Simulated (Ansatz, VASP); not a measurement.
# One calculation of TiBr, two programs

```
Ti Br
1.0
     3.26828    0.00000    0.00000
     0.00000    3.26828    0.00000
     0.00000    0.00000    3.26828
Ti Br
1 1
Direct
  0.00000 0.00000 0.00000
  0.50000 0.50000 0.50000
```

Change from the starting cell: species swapped into the YbAg type (Pm-3m, No. 221).

Alike in both runs: functional PBE; k mesh 18 × 18 × 18; occupations gaussian, width 0.1 eV; no spin polarisation.

Ansatz relaxed the structure, and its values are those at the end. VASP's run is a single point on that final structure, the one shown.

|  | VASP | Ansatz |
| --- | --- | --- |
| version | VASP 6.6.1 | Ansatz 0.2.0 |
| potentials or method | VASP PAW PBE potentials, release 64 (Ti_sv, Br) | scalar-relativistic, plane waves, PAW |
| plane-wave cutoff (eV) | 520 | 420 |
| valence electrons in the cell | 19 | 19 |

|  | VASP | Ansatz | Ansatz less VASP |
| --- | --- | --- | --- |
| gap on the k mesh at the Fermi level (eV) | none | none | - |
| pressure (GPa) | 0.0 | 0.0 | -0.04 |

A gap of «none» marks a metal or a gap that the smearing closes.

Caveats: an odd number of electrons without spin polarisation forces a metal; a magnetic or distorted state may lie lower; semilocal functionals often make such compounds metallic where correlation or magnetic order opens a gap, which also shifts bond lengths.
